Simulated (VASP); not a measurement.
Input:

```
CELL_PARAMETERS angstrom
      0.00000     2.78755     2.78755
      2.78755     0.00000     2.78755
      2.78755     2.78755     0.00000
ATOMIC_POSITIONS crystal
  Cu 0.00000 0.00000 0.00000
  I  0.25000 0.25000 0.25000
```

These are PBE GGA, VASP's PBE PAW potentials (set 64) (plane waves; VASP) values and carry that method's errors. Run with 500 eV cut-off, 8×8×8 Γ-centred mesh, Gaussian smearing of 0.050 eV, potentials Cu I.

Unless said otherwise, spin-orbit coupling is left out, though it shifts the bands of the heavy elements here.

Q: Predict the energy per atom (σ→0), pressure, band gap (on the k-mesh) with the smallest direct gap where there is one.

A: 
```
Property                                     Result
-----------------------------------  --------------
band gap (on the k-mesh)                    1.96 eV
smallest direct gap (on the k-mesh)         1.96 eV
energy per atom (σ→0)                -2472 meV/atom
pressure                                  19.99 GPa
```

Total energies compare only between runs with the same potentials, cut-off and functional.

The compound is CuI in the zinc blende structure. It was relaxed first under an external pressure of 20 GPa.
